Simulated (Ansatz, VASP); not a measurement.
# MgO (Periclase): VASP beside Ansatz

One calculation is typed for both programs; each brings its own data sets. How far apart do they land? The cell is taken from a series of runs on this material, whose earlier steps may have relaxed, scaled, displaced or heated it; both programs get it as it stands.

Main program and level: Ansatz 0.2.0; plane waves, with VASP 6.6.1 beside it; zone-centre phonons at LDA.

### Step 1. Starting point

Symmetry: Fm-3m, No. 225, cubic system. Conventional cell: a = 4.242 Å, b = 4.242 Å, c = 4.242 Å, α = 90.00°, β = 90.00°, γ = 90.00°. Nearest to O lie 6 Mg at 2.12 Å. Nearest to Mg lie 6 O at 2.12 Å. Farther neighbours and most contacts between anions are not listed.

### Step 2. Ansatz: zone-centre phonons, LDA

Ansatz runs on its PAW soft_1 files.

Second derivatives magnify differences that forces hide, and they need a tight electronic threshold.

input.yaml

```yaml
crystal:
  lattice:
    - [0.0, 2.1211240079, 2.1211240079]
    - [2.1211240079, 0.0, 2.1211240079]
    - [2.1211240079, 2.1211240079, 0.0]
  atoms:
    - { symbol: O, position: [0.5, 0.5, 0.5] }
    - { symbol: Mg, position: [0.0, 0.0, 0.0] }
kpoints:
  mp_grid: { grid: [12, 12, 12] }
hamiltonian:
  xc: lda
  pseudopotentials: { kind: paw, azcp: { folder: soft_1 }, xc_functional: pbe }
scf:
  occupations: { method: fixed }
output:
  eigenvalues: true
phonons:
  method: dfpt
  dielectric: true
  rigid_motions: translations
```

The run is started by

```console
$ ansatz run input.yaml --threads 4 --pin off --max-ram 10240MiB --backend cpu --events-out ev --progress --plain --runs-dir out
```

Numbers of over 12 decimals in the logs are rounded to 6 here.

Log:

```text
Engine: ansatz 0.2.0, aarch64-unknown-linux-gnu
Pseudopotentials: kind: paw
Pseudopotential: O, paw, valence charge 6, recommended cutoff 420 eV (normal), soft_1/O.paw.azcp
Pseudopotential: Mg, paw, valence charge 10, recommended cutoff 420 eV (normal), soft_1/Mg.paw.azcp
Functional definition: SPW92
  exchange = slater_x
  correlation = pw_c
Crystal: 2 atoms, lattice volume = 19.087 Å³
Basis set: ecut = 420 eV, 339 PW (Γ), exchange–correlation on 48×48×48 points (8 copies of the dense FFT grid, shifted against one another)
Bands: 12, of which v1, the nominal top of the filled ones, is band 8 counted from 1 (7 counted from 0)
Symmetry: 48 space group operations
k-points: 163 of 1728 (irreducible under 8 space group operations, time reversal used)
Non-local potential: O, projectors of the file, l = 0: 2, l = 1: 2, l = 2: 1
Non-local potential: Mg, projectors of the file, l = 0: 3, l = 1: 2, l = 2: 1
PAW form: soft (Blöchl's): semilocal exchange-correlation on the pseudo side does not see the compensation charge
PAW frozen core: O, regenerated for the run's functional, and the local potential with it (the file was generated under x = pbe(κ = 0.804, μ = 0.219515), c = pbe(β = 0.066725))
PAW frozen core: Mg, regenerated for the run's functional, and the local potential with it (the file was generated under x = pbe(κ = 0.804, μ = 0.219515), c = pbe(β = 0.066725))
PAW one-centre angular grid: O, 110 points (default); XC on 64 Gauss nodes
PAW one-centre angular grid: Mg, 110 points (default); XC on 64 Gauss nodes
Initial density: superposition of atomic densities (chi_scale 0.1, normalization cell, long waves kept (reshape's long-wave potential 0.00 eV rms))
Initial wavefunctions: pseudopotential atomic-orbital guess
Functional: x = slater, c = lda
SCF iter   1: F=—  HF=-2460.084258 eV  |F-HF|=—  |Δ(HF+E_count)|=         —  Δρ=6.86e-2  dr2=4.60e-1  ethr=3.10e-3  ⟨swp⟩=4.5  Hψ=10474  notcnv=0  defer=200
preconditioner: auto → none  [insulator: Δε(μ)=4.183 eV  Ē_g=17.827 eV  n_scr=8 (ndim 8)  ℏωp=24.0 eV  f_vac=0.000  ε∞_Penn≈2.8]
SCF iter   2: F=—  HF=-2460.013477 eV  |F-HF|=—  |Δ(HF+E_count)|=   7.08e-2  Δρ=2.62e-2  dr2=8.67e-2  ethr=2.87e-3  ⟨swp⟩=2.3  Hψ=3775  notcnv=0  defer=263
SCF iter   3: F=—  HF=-2460.038396 eV  |F-HF|=—  |Δ(HF+E_count)|=   2.49e-2  Δρ=1.74e-2  dr2=3.51e-2  ethr=5.42e-4  ⟨swp⟩=2.3  Hψ=3078  notcnv=0  defer=309
SCF iter   4: F=—  HF=-2460.030542 eV  |F-HF|=—  |Δ(HF+E_count)|=   7.85e-3  Δρ=2.46e-3  dr2=8.30e-4  ethr=2.19e-4  ⟨swp⟩=2.0  Hψ=2806  notcnv=0  defer=322
SCF iter   5: F=—  HF=-2460.030848 eV  |F-HF|=—  |Δ(HF+E_count)|=   3.05e-4  Δρ=2.69e-4  dr2=6.48e-6  ethr=5.19e-6  ⟨swp⟩=2.0  Hψ=3636  notcnv=0  defer=324
SCF iter   6: F=—  HF=-2460.030860 eV  |F-HF|=—  |Δ(HF+E_count)|=   1.22e-5  Δρ=3.04e-5  dr2=4.51e-8  ethr=4.05e-8  ⟨swp⟩=2.1  Hψ=3204  notcnv=0
SCF iter   7: F=—  HF=-2460.030859 eV  |F-HF|=—  |Δ(HF+E_count)|=   3.98e-7  Δρ=2.95e-6  dr2=6.32e-10  ethr=2.82e-10  ⟨swp⟩=2.3  Hψ=2838  notcnv=0
SCF iter   8: F=-2460.030859 eV  HF=-2460.030859 eV  |F-HF|=1.36e-12  |Δ(HF+E_count)|=  1.63e-10  Δρ=6.45e-8  dr2=5.51e-13  ethr=1.00e-12  ⟨swp⟩=7.0  Hψ=10436  notcnv=0
SCF 1 converged in 8 iterations: F = -2460.030859 eV  dr2 = 5.51e-13
  greatest PAW one-centre occupation: 1.000 electrons in one spin orbital (limit 2), on the Mg atom at site 1 (counted from 0), in its partial waves of l = 1
NSCF: frozen V_eff on 1 k-points
DFPT response loops at Γ: preconditioner auto → none (the input reference at scf.mixing.eps_inf says where Resta's filter doesn't serve); β = 0.50; Broyden in place of MSR1
SCF converged after 8 iterations
Free energy (F): -2460.030859 eV
Harris-Foulkes:  -2460.030859 eV  (|F-HF|=1.36e-12)
Internal energy: -2460.030859 eV  (E = F + TS)
E sigma→0 (E₀):  -2460.030859 eV
Fermi energy:    7.420806 eV
--- Per-component energies (eV) ---
  E_band       = -301.198957
  E_kinetic    = 241.745475
  E_local      = -1705.160071  (includes V_loc(G=0)·N_el)
  E_nonlocal   = 249.318781
  E_hartree    = 564.166436
  E_xc         = -98.906966
  E_vxc        = -127.593828  (∫ρ·V_xc dr)
  E_paw        = -431.250418  (= ΣΔE_a)
  E_vpaw       = -87.842822  (= ΣTr[D̂ρ^β])
  E_aug_tail   = 0.000614  (compensation charges beyond the density's cutoff)
  E_ewald      = -1280.192112
  E_core_change = 0.247401  (= ΣΔE_core)
  E_smearing   = -0.000000  (= −TS)
  E_closure    = 0.000000  (closes the sum)
  Σ components = -2460.030859   (vs F -2460.030859, Δ=0.00e0)
--- Band table (eV; the first three rows and the last of 163) ---
  k-point 0: bands = [... 4 lower, -9.4678, 7.4208, 7.4208, 7.4208, 11.8770, 22.8443, 22.8443, 22.8443]
  k-point 1: bands = [... 4 lower, -9.3913, 6.9469, 7.3742, 7.3742, 12.3318, 21.9074, 23.0065, 23.0065]
  k-point 2: bands = [... 4 lower, -9.1750, 5.9129, 7.2510, 7.2510, 13.2868, 20.5519, 23.3819, 23.3819]
  k-point 162: bands = [... 4 lower, -7.8498, 4.5036, 4.5036, 5.6586, 18.7356, 18.7356, 19.0419, 22.4030]
--- Phonons (Γ-DFPT): 2 representative perturbations + reference, on 163 of 1728 k-points (Σ response iterations 6) ---
  k mesh reduced under 8 symmetry operations, with k and −k counted as one. Each operation leaves every solved perturbation unchanged. A smaller set is not considered because the run solves the response to a homogeneous field
  ASR residual: 6.553e-5 → 0.000e0 eV/Å²; symmetrization residual: 6.731e-7 eV/Å²
  ASR residual per site (eV/Å²): 3.64e-6 6.55e-5
  Γ frequencies (cm⁻¹): 0.00 0.00 0.00 352.00 352.00 352.00
  ε∞ (high-frequency dielectric tensor):
        3.251362     0.000000     0.000000
        0.000000     3.251362    -0.000000
        0.000000     0.000000     3.251362
  ε⁰ (static dielectric tensor: ions relaxed, cell fixed):
       11.817314     0.000000     0.000000
        0.000000    11.817314    -0.000000
        0.000000    -0.000000    11.817314
  ε⁰ − ε∞ (ionic part):
        8.565952     0.000000     0.000000
        0.000000     8.565952    -0.000000
        0.000000    -0.000000     8.565952
  softest optical mode at Γ: 352.00 cm⁻¹; the repairs (sum rule, projections) moved no ω² at Γ by more than (0.90 cm⁻¹)²
  Born effective charges Z* (e; rows j = field, columns β = displacement):
    site 0:
        -1.99299   -0.00000   -0.00000
         0.00000   -1.99299   -0.00000
         0.00000    0.00000   -1.99299
    site 1:
         1.99299    0.00000    0.00000
         0.00000    1.99299    0.00000
         0.00000   -0.00000    1.99299
  Z* charge neutrality: 4.934e-6 e pre-enforcement
  k-mesh period / interband length: 36.0 Å / 1.50 Å = 23.94 at k = (0.0000, 0.0000, 0.0000), direct gap 4.456 eV — 14 or more, which is no proof of convergence
  optical modes at Γ without the LO–TO term, one row a degenerate level:
      ω (cm⁻¹)  modes    IR ((D/Å)²/amu)
        352.00      3            28.4940
  optical modes at Γ + LO–TO along q̂ = [1.0000, 0.0000, 0.0000]:
      ω (cm⁻¹)  modes    IR ((D/Å)²/amu)
        352.00      2            18.9960
        671.07      1             9.4980
  optical modes at Γ + LO–TO along q̂ = [0.0000, 1.0000, 0.0000]:
      ω (cm⁻¹)  modes    IR ((D/Å)²/amu)
        352.00      2            18.9960
        671.07      1             9.4980
  optical modes at Γ + LO–TO along q̂ = [0.0000, 0.0000, 1.0000]:
      ω (cm⁻¹)  modes    IR ((D/Å)²/amu)
        352.00      2            18.9960
        671.07      1             9.4980
```

[end of part 1 of 2]

[Lines on the potential files, build, host, timing and source positions are cut from VASP's logs without a mark.]

[Logs are printed without paths, hosts, clocks, repeated set-up lines and the standing remarks that a program may print on its own settings, such as how far it seeks lower states.]

[Hosts, paths, dates, database ids (printed as entryN), source tags and the programs' standing remarks are cut or masked in the printed files.]
